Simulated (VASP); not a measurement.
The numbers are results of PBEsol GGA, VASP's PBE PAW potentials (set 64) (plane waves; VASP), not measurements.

VASP input:

### INCAR
```
SYSTEM = Hf
PREC = Accurate; ENCUT = 480; LREAL = .FALSE.
LASPH = .TRUE.
EDIFF = 1E-6; NELM = 100; ALGO = Normal
LMAXMIX = 6
ISMEAR = 1; SIGMA = 0.1
GGA = PS
IBRION = 2; NSW = 60; ISIF = 3
EDIFFG = -0.01
LWAVE = .FALSE.; LCHARG = .FALSE.
```

**POSCAR**
```
Hf
1
    3.1567754959     0.0000000000    -0.0000000000
   -1.5783877480     2.7338477367    -0.0000000000
    0.0000000000    -0.0000000000     4.9921636556
Hf
2
Direct
  0.6666670000   0.3333330000   0.7500000000
  0.3333330000   0.6666670000   0.2500000000
```

KPOINTS:
```
Regular mesh
0
G
12 12 7
0 0 0
```

POTCAR, in this order: Hf_pv (PBE.64 set). Program: vasp_std.

Output

File OUTCAR:
```
 ion  position               nearest neighbor table
   1  0.667  0.333  0.750-   2 3.09   2 3.09   2 3.09   2 3.09   2 3.09   2 3.09
   2  0.333  0.667  0.250-   1 3.09   1 3.09   1 3.09   1 3.09   1 3.09   1 3.09
  LATTYP: Found a hexagonal cell.
 ALAT       =     3.1567754959
 C/A-ratio  =     1.5814123184
 Subroutine PRICEL returns:
 Original cell was already a primitive cell.
 Subroutine GETGRP returns: Found 24 space group operations
The static configuration has the point symmetry D_3d.
 The point group associated with its full space group is D_6h.
The dynamic configuration has the point symmetry D_3d.
 Subroutine INISYM returns: Found 24 space group operations
 Subroutine IBZKPT returns following result:
 Found     76 irreducible k-points:

 Following reciprocal coordinates:
            Coordinates               Weight
  0.000000  0.000000  0.000000      1.000000
  0.083333  0.000000  0.000000      6.000000
  0.166667  0.000000  0.000000      6.000000
  0.250000  0.000000  0.000000      6.000000
  0.333333  0.000000  0.000000      6.000000
  0.416667  0.000000  0.000000      6.000000
  0.500000  0.000000  0.000000      3.000000
  0.083333  0.083333  0.000000      6.000000
  0.166667  0.083333  0.000000     12.000000
  0.250000  0.083333  0.000000     12.000000
  0.333333  0.083333  0.000000     12.000000
  0.416667  0.083333  0.000000     12.000000
  0.166667  0.166667  0.000000      6.000000
  0.250000  0.166667  0.000000     12.000000
  0.333333  0.166667  0.000000     12.000000
  0.416667  0.166667  0.000000      6.000000
  0.250000  0.250000  0.000000      6.000000
  0.333333  0.250000  0.000000     12.000000
  0.333333  0.333333  0.000000      2.000000
  0.000000  0.000000  0.142857      2.000000
  0.083333  0.000000  0.142857     12.000000
  0.166667  0.000000  0.142857     12.000000
...
```

File OSZICAR:
```
       N       E                     dE             d eps       ncg     rms          rms(c)
DAV:   1     0.448611206086E+02    0.44861E+02   -0.11303E+04  2128   0.128E+03
DAV:   2    -0.198282987942E+02   -0.64689E+02   -0.63601E+02  2668   0.263E+02
DAV:   3    -0.217416543514E+02   -0.19134E+01   -0.18779E+01  2872   0.300E+01
DAV:   4    -0.217582526393E+02   -0.16598E-01   -0.16595E-01  2440   0.350E+00
DAV:   5    -0.217585049512E+02   -0.25231E-03   -0.25227E-03  2952   0.345E-01    0.675E+01
DAV:   6    -0.212095299081E+02    0.54898E+00   -0.50149E-01  2296   0.536E+00    0.399E+01
DAV:   7    -0.210142222302E+02    0.19531E+00   -0.82458E-01  2278   0.660E+00    0.201E+00
DAV:   8    -0.210046477699E+02    0.95745E-02   -0.53754E-02  2374   0.179E+00    0.299E-01
DAV:   9    -0.210047510850E+02   -0.10332E-03   -0.11730E-03  2974   0.269E-01    0.214E-01
DAV:  10    -0.210047428664E+02    0.82186E-05   -0.43253E-05  2450   0.544E-02    0.251E-01
DAV:  11    -0.210047433091E+02   -0.44272E-06   -0.48514E-06  2680   0.174E-02
   1 F= -.21004743E+02 E0= -.21004531E+02  d E =-.210047E+02
       N       E                     dE             d eps       ncg     rms          rms(c)
DAV:   1    -0.210049070161E+02   -0.16415E-03   -0.51993E-03  2242   0.627E-01    0.176E-01
DAV:   2    -0.210047836513E+02    0.12336E-03   -0.24886E-04  2476   0.131E-01    0.436E-02
DAV:   3    -0.210047441653E+02    0.39486E-04   -0.61427E-05  2488   0.602E-02    0.185E-02
DAV:   4    -0.210047371544E+02    0.70109E-05   -0.15035E-05  2620   0.304E-02    0.153E-02
DAV:   5    -0.210047361032E+02    0.10512E-05   -0.96180E-07  1662   0.696E-03    0.200E-03
DAV:   6    -0.210047361006E+02    0.26700E-08   -0.12646E-07  1340   0.280E-03
   2 F= -.21004736E+02 E0= -.21004530E+02  d E =0.720850E-05
       N       E                     dE             d eps       ncg     rms          rms(c)
DAV:   1    -0.210048151588E+02   -0.79056E-04   -0.21013E-03  2170   0.398E-01    0.108E-01
DAV:   2    -0.210047657738E+02    0.49385E-04   -0.10085E-04  2392   0.836E-02    0.282E-02
DAV:   3    -0.210047503602E+02    0.15414E-04   -0.23674E-05  2446   0.374E-02    0.113E-02
DAV:   4    -0.210047477024E+02    0.26578E-05   -0.63606E-06  2566   0.198E-02    0.916E-03
DAV:   5    -0.210047479738E+02   -0.27142E-06   -0.39015E-07  1274   0.465E-03
   3 F= -.21004748E+02 E0= -.21004538E+02  d E =-.466477E-05
```

OUTCAR:
```
------------------------ aborting loop because EDIFF is reached ----------------------------------------
  FORCE on cell =-STRESS in cart. coord.  units (eV):
  Direction    XX          YY          ZZ          XY          YZ          ZX
  --------------------------------------------------------------------------------------
  Total        0.0002511      0.0002511     -0.0170653     -0.0000000     -0.0000000      0.0000000
  in kB        0.0093336      0.0093336     -0.6343142     -0.0000000     -0.0000000      0.0000000
  external PRESSURE =      -0.2052156 kB  Pullay stress =       0.0000000 kB
  volume of cell :       43.10
      direct lattice vectors                 reciprocal lattice vectors
     3.157533845 -0.000000000 -0.000000000     0.316702860  0.182848484  0.000000000
    -1.578766922  2.734504486 -0.000000000     0.000000000  0.365696968  0.000000000
     0.000000000 -0.000000000  4.992214426     0.000000000  0.000000000  0.200311909
 POSITION                                       TOTAL-FORCE (eV/Angst)
 -----------------------------------------------------------------------------------
      1.57877      0.91150      3.74416         0.000000     -0.000000      0.000000
     -0.00000      1.82300      1.24805        -0.000000      0.000000      0.000000
 -----------------------------------------------------------------------------------
    total drift:                               -0.000153      0.000089     -0.000016
  FREE ENERGIE OF THE ION-ELECTRON SYSTEM (eV)
  ---------------------------------------------------
  free  energy   TOTEN  =       -21.0047479738 eV

  energy  without entropy=      -21.0041190082  energy(sigma->0) =      -21.00453832

 reached required accuracy - stopping structural energy minimisation
```
(Selected blocks of OUTCAR.)

CONTCAR:
```
Hf
   1.00000000000000
     3.1575338446229821   -0.0000000000000139   -0.0000000000000000
    -1.5787669223615151    2.7345044859325207   -0.0000000000000000
     0.0000000000000000   -0.0000000000000000    4.9922144260244439
  Hf
     2
Direct
     0.6666669999999968    0.3333330000000032    0.7500000000000000
     0.3333330000000032    0.6666669999999968    0.2500000000000000
```

### OUTCAR
```
 val. band max:        5.0247718428   @ k =   0.0000   0.0000   0.4286

 cond. band min:       5.0399324267   @ k =   0.3333   0.3333   0.2857


 Fermi energy:         5.0260122126

 k-point     1 :       0.0000    0.0000    0.0000
  band No.  band energies     occupation
      1     -25.9902      2.00000
      2     -25.1464      2.00000
      3     -25.1464      2.00000
      4     -25.0011      2.00000
      5     -25.0011      2.00000
      6     -24.9998      2.00000
      7      -2.4956      2.00000
      8       1.1859      2.00000
      9       5.8328     -0.00000
     10       6.1902     -0.00000
     11       6.1902     -0.00000
     12       6.4926     -0.00000
     13       7.0543      0.00000
     14       7.0543      0.00000

 k-point     2 :       0.0833    0.0000    0.0000
  band No.  band energies     occupation
      1     -25.9697      2.00000
      2     -25.1902      2.00000
      3     -25.1611      2.00000
      4     -25.0474      2.00000
      5     -25.0093      2.00000
      6     -25.0068      2.00000
      7      -2.2758      2.00000
      8       1.4020      2.00000
      9       5.5234     -0.00000
     10       5.6694     -0.00000
     11       6.3977     -0.00000
     12       6.7890     -0.00000
     13       6.9209     -0.00000
     14       7.2512      0.00000

 k-point     3 :       0.1667    0.0000    0.0000
  band No.  band energies     occupation
      1     -25.9110      2.00000
      2     -25.3100      2.00000
      3     -25.1999      2.00000
      4     -25.1705      2.00000
      5     -25.0377      2.00000
      6     -25.0237      2.00000
      7      -1.6506      2.00000
      8       1.9746      2.00000
      9       4.7841      2.00330
     10       4.9487      1.96562
     11       6.2604     -0.00000
     12       6.9686     -0.00000
     13       7.0087     -0.00000
     14       7.0379      0.00000

 k-point     4 :       0.2500    0.0000    0.0000
  band No.  band energies     occupation
...
```

Unless said otherwise, spin-orbit coupling is left out, though it shifts the bands of the heavy elements here.

The compound is Hf in the hcp structure. This run relaxes it. Symmetry was kept, so distortions that lower it aren't found. The start is the result of an earlier pass.
